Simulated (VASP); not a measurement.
Data:

```
CELL_PARAMETERS angstrom
      0.00000     2.72500     2.72500
      2.72500     0.00000     2.72500
      2.72500     2.72500     0.00000
ATOMIC_POSITIONS crystal
  Ga 0.00000 0.00000 0.00000
  P  0.25000 0.25000 0.25000
```

Calculation: PBE GGA, VASP's PBE PAW potentials (set 64) (plane waves; VASP). Run with 800 eV cut-off, 8×8×8 Γ-centred mesh, Gaussian smearing of 0.050 eV, potentials Ga_h P.

Task: Predict the energy per atom (σ→0), pressure.

Result: 
```yaml
energy per atom (σ→0): -439.7 kJ/mol of atoms
pressure: 2.52 GPa
```

The compound is GaP in the zinc blende structure. The cell was not relaxed at this level. The run is one of a series of settings (ENCUT = 800, POTCAR Ga_h P (PBE.64 set) against the base run), some of them coarse on purpose.
